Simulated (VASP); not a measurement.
Output of a VASP run:

**OUTCAR**
```
 ion  position               nearest neighbor table
   1  0.500  0.500  0.500-   2 2.52   2 2.52   2 2.52   2 2.52   2 2.52   2 2.52   2 2.52   2 2.52
  LATTYP: Found a simple cubic cell.
 ALAT       =     2.9074747326
 Subroutine PRICEL returns:
 Original cell was already a primitive cell.
 Subroutine GETGRP returns: Found 48 space group operations
The static configuration has the point symmetry O_h .
The dynamic configuration has the point symmetry O_h .
 Subroutine INISYM returns: Found 48 space group operations
 Subroutine IBZKPT returns following result:
 Found    120 irreducible k-points:

 Following reciprocal coordinates:
            Coordinates               Weight
  0.000000  0.000000  0.000000      1.000000
  0.071429  0.000000  0.000000      6.000000
  0.142857  0.000000  0.000000      6.000000
  0.214286  0.000000  0.000000      6.000000
  0.285714  0.000000  0.000000      6.000000
  0.357143  0.000000  0.000000      6.000000
  0.428571  0.000000  0.000000      6.000000
  0.500000  0.000000  0.000000      3.000000
  0.071429  0.071429  0.000000     12.000000
  0.142857  0.071429  0.000000     24.000000
  0.214286  0.071429  0.000000     24.000000
  0.285714  0.071429  0.000000     24.000000
  0.357143  0.071429  0.000000     24.000000
  0.428571  0.071429  0.000000     24.000000
  0.500000  0.071429  0.000000     12.000000
  0.142857  0.142857  0.000000     12.000000
  0.214286  0.142857  0.000000     24.000000
  0.285714  0.142857  0.000000     24.000000
  0.357143  0.142857  0.000000     24.000000
  0.428571  0.142857  0.000000     24.000000
  0.500000  0.142857  0.000000     12.000000
  0.214286  0.214286  0.000000     12.000000
  0.285714  0.214286  0.000000     24.000000
  0.357143  0.214286  0.000000     24.000000
  0.428571  0.214286  0.000000     24.000000
  0.500000  0.214286  0.000000     12.000000
  0.285714  0.285714  0.000000     12.000000
  0.357143  0.285714  0.000000     24.000000
  0.428571  0.285714  0.000000     24.000000
  0.500000  0.285714  0.000000     12.000000
  0.357143  0.357143  0.000000     12.000000
  0.428571  0.357143  0.000000     24.000000
  0.500000  0.357143  0.000000     12.000000
  0.428571  0.428571  0.000000     12.000000
  0.500000  0.428571  0.000000     12.000000
  0.500000  0.500000  0.000000      3.000000
  0.071429  0.071429  0.071429      8.000000
  0.142857  0.071429  0.071429     24.000000
  0.214286  0.071429  0.071429     24.000000
  0.285714  0.071429  0.071429     24.000000
   k-points           NKPTS =    120   k-points in BZ     NKDIM =    120   number of bands    NBANDS=     15
   number of dos      NEDOS =    601   number of ions     NIONS =      2
   total plane-waves  NPLWV =  13824
   dimension x,y,z NGX =    24 NGY =   24 NGZ =   24
   dimension x,y,z NGXF=    48 NGYF=   48 NGZF=   48
   ions per type =               1   1
   PREC   = accura    normal or accurate (medium, high low for compatibility)
   ISTART =      0    job   : 0-new  1-cont  2-samecut
   ICHARG =      2    charge: 1-file 2-atom 10-const
   ISPIN  =      1    spin polarized calculation?
   LNONCOLLINEAR =      F non collinear calculations
   LSORBIT =      F    spin-orbit coupling
   INIWAV =      1    electr: 0-lowe 1-rand  2-diag
   ENCUT  =  520.0 eV  38.22 Ry    6.18 a.u.   5.41  5.41  5.41*2*pi/ulx,y,z
   NELM   =    100;   NELMIN=  2; NELMDL= -5     # of ELM steps
   EDIFF  = 0.1E-06   stopping-criterion for ELM
   LREAL  =      F    real-space projection
   NLSPLINE    = F    spline interpolate recip. space projectors
   LMAXMIX     =    4 max onsite mixed and CHGCAR
   VOSKOWN=      0    Vosko Wilk Nusair interpolation
   EDIFFG = 0.1E-05   stopping-criterion for IOM
   NSW    =      0    number of steps for IOM
   NBLOCK =      1;   KBLOCK =      1    inner block; outer block
   IBRION =     -1    ionic relax: 0-MD 1-quasi-New 2-CG
   NFREE  =      0    steps in history (QN), initial steepest desc. (CG)
...
```

### OSZICAR
```
       N       E                     dE             d eps       ncg     rms          rms(c)
DAV:   1     0.890788554462E+02    0.89079E+02   -0.11922E+04  3743   0.264E+03
DAV:   2    -0.293765248098E+02   -0.11846E+03   -0.11561E+03  3621   0.340E+02
DAV:   3    -0.328025746610E+02   -0.34260E+01   -0.34165E+01  4293   0.784E+01
DAV:   4    -0.328301763297E+02   -0.27602E-01   -0.27602E-01  4377   0.619E+00
DAV:   5    -0.328305391575E+02   -0.36283E-03   -0.36289E-03  4670   0.744E-01    0.101E+01
DAV:   6    -0.299604777845E+02    0.28701E+01   -0.24430E+01  3712   0.134E+02    0.708E+00
DAV:   7    -0.287912645693E+02    0.11692E+01   -0.46807E+00  3852   0.107E+02    0.257E+00
DAV:   8    -0.288318702932E+02   -0.40606E-01   -0.45213E-01  5579   0.145E+01    0.175E+00
DAV:   9    -0.288215752222E+02    0.10295E-01   -0.63772E-02  5166   0.629E+00    0.279E-01
DAV:  10    -0.288280098966E+02   -0.64347E-02   -0.21420E-02  5143   0.266E+00    0.790E-02
DAV:  11    -0.288280861081E+02   -0.76211E-04   -0.32000E-03  4219   0.816E-01    0.605E-02
DAV:  12    -0.288292268659E+02   -0.11408E-02   -0.15304E-03  4801   0.573E-01    0.267E-02
DAV:  13    -0.288291964390E+02    0.30427E-04   -0.76710E-05  4155   0.123E-01    0.162E-02
DAV:  14    -0.288291616289E+02    0.34810E-04   -0.68038E-05  4891   0.217E-01    0.746E-03
DAV:  15    -0.288291591610E+02    0.24679E-05   -0.91532E-06  4811   0.763E-02    0.205E-03
DAV:  16    -0.288291578870E+02    0.12740E-05   -0.85538E-07  4495   0.139E-02    0.556E-04
DAV:  17    -0.288291576858E+02    0.20117E-06   -0.20860E-08  2458   0.379E-03    0.271E-04
DAV:  18    -0.288291576992E+02   -0.13412E-07   -0.31502E-08  2010   0.337E-03
   1 F= -.28829158E+02 E0= -.28829158E+02  d E =0.000000E+00
       N       E                     dE             ncg
```

OUTCAR:
```
------------------------ aborting loop because EDIFF is reached ----------------------------------------
  FORCE on cell =-STRESS in cart. coord.  units (eV):
  Direction    XX          YY          ZZ          XY          YZ          ZX
  --------------------------------------------------------------------------------------
  Total       -0.0044272     -0.0044272     -0.0044272     -0.0000000     -0.0000000      0.0000000
  in kB       -0.2885982     -0.2885982     -0.2885982     -0.0000000     -0.0000000      0.0000000
  external PRESSURE =      -0.2885982 kB  Pullay stress =       0.0000000 kB
  volume of cell :       24.58
      direct lattice vectors                 reciprocal lattice vectors
     2.907474733  0.000000000  0.000000000     0.343941080  0.000000000  0.000000000
     0.000000000  2.907474733  0.000000000     0.000000000  0.343941080  0.000000000
     0.000000000  0.000000000  2.907474733     0.000000000  0.000000000  0.343941080
 POSITION                                       TOTAL-FORCE (eV/Angst)
 -----------------------------------------------------------------------------------
      1.45374      1.45374      1.45374         0.000000      0.000000      0.000000
      0.00000      0.00000      0.00000         0.000000      0.000000      0.000000
 -----------------------------------------------------------------------------------
    total drift:                                0.000000      0.000000     -0.000000
  FREE ENERGIE OF THE ION-ELECTRON SYSTEM (eV)
  ---------------------------------------------------
  free  energy   TOTEN  =       -28.8291576992 eV

  energy  without entropy=      -28.8291576992  energy(sigma->0) =      -28.82915770

 total charge

# of ion       s       p       d       tot
------------------------------------------
    1        0.577   0.567   9.750  10.893
    2        0.445   0.432   9.188  10.065
--------------------------------------------------
tot          1.022   0.998  18.938  20.958
```
(Selected blocks of OUTCAR.)

### POSCAR
```
CuZn
1
    2.9074747326     0.0000000000    -0.0000000000
    0.0000000000     2.9074747326     0.0000000000
   -0.0000000000     0.0000000000     2.9074747326
Zn Cu
1 1
Direct
  0.5000000000   0.5000000000   0.5000000000
  0.0000000000   0.0000000000   0.0000000000
```

Problem. Write an INCAR and KPOINTS that could have produced this output.

Solution. One answer among several that fit: the input of the run itself, SCAN meta-GGA, plane waves, VASP's PBE PAW potentials (set 64).

### KPOINTS
```
Automatic mesh
0
G
14 14 14
```

**KPOINTS_OPT**
```
k-points along high-symmetry lines
10
Line-mode
Reciprocal
  0.000000   0.000000   0.000000 ! GAMMA
  0.000000   0.500000   0.000000 ! X

  0.000000   0.500000   0.000000 ! X
  0.500000   0.500000   0.000000 ! M

  0.500000   0.500000   0.000000 ! M
  0.000000   0.000000   0.000000 ! GAMMA

  0.000000   0.000000   0.000000 ! GAMMA
  0.500000   0.500000   0.500000 ! R

  0.500000   0.500000   0.500000 ! R
  0.000000   0.500000   0.000000 ! X

  0.500000   0.500000   0.500000 ! R
  0.500000   0.500000   0.000000 ! M
```

INCAR:
```
SYSTEM = CuZn
PREC = Accurate
ENCUT = 520
EDIFF = 1E-7
NELM = 100
ALGO = Normal
LREAL = .FALSE.
LASPH = .TRUE.
ISMEAR = -5
METAGGA = SCAN
LMIXTAU = .TRUE.
LMAXMIX = 4
LWAVE = .FALSE.
LCHARG = .FALSE.
LORBIT = 11
NEDOS = 601
ISIF = 2
```

POTCAR, in this order: Zn Cu (PBE.64 set). Program: vasp_std.

For a metal the tetrahedron method with Blöchl corrections gives inexact stress and forces.

The compound is CuZn in the CsCl type structure. It was relaxed first. The electron count is odd and the run is not spin-polarised, which forces a metal.
